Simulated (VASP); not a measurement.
Here is the system:

```
CELL_PARAMETERS angstrom
      5.37946     0.00000     0.00000
     -2.68973     4.65875     0.00000
      0.00000     0.00000     4.26793
ATOMIC_POSITIONS crystal
  Mn 0.84788 0.69576 0.25000
  Mn 0.15212 0.84788 0.75000
  Mn 0.30424 0.15212 0.25000
  Mn 0.15212 0.30424 0.75000
  Mn 0.84788 0.15212 0.25000
  Mn 0.69576 0.84788 0.75000
  Sn 0.33333 0.66667 0.25000
  Sn 0.66667 0.33333 0.75000
```
Starting moments (μB, in the order of the record's atoms Mn Mn Mn Mn Mn Mn Sn Sn): 1.7 1.7 1.7 1.7 1.7 1.7 -0.1 -0.1.

The numbers are results of PBE GGA with D3 dispersion (Becke-Johnson damping), VASP's PBE PAW potentials (set 64) (plane waves; VASP), not measurements. Numerical set-up: 400 eV cut-off, 8×8×8 Γ-centred mesh, tetrahedra with Blöchl corrections, potentials Mn_pv Sn_d.

For a metal the tetrahedron method with Blöchl corrections gives inexact stress and forces.

### Question
Give the force on each atom (eV/Å).

### Answer

```
atom      Fx      Fy     Fz
----  ------  ------  -----
Mn1    0.000   0.054  0.000
Mn2   -0.047   0.027  0.000
Mn3   -0.047  -0.027  0.000
Mn4    0.000  -0.054  0.000
Mn5    0.047  -0.027  0.000
Mn6    0.047   0.027  0.000
Sn7    0.000   0.000  0.000
Sn8    0.000   0.000  0.000
```

### Question
Give the stress tensor in GPa (positive for a compressed cell).

### Answer

```
-0.19   0.00   0.00
 0.00  -0.19   0.00
 0.00   0.00   0.29
```
The pressure is its mean diagonal, -0.03 GPa.

The structure comes from a measured Mn3Sn entry (P6_3/mmc) of the Crystallography Open Database, whose conditions weren't checked. It was relaxed first, which changed the volume by -15 %.
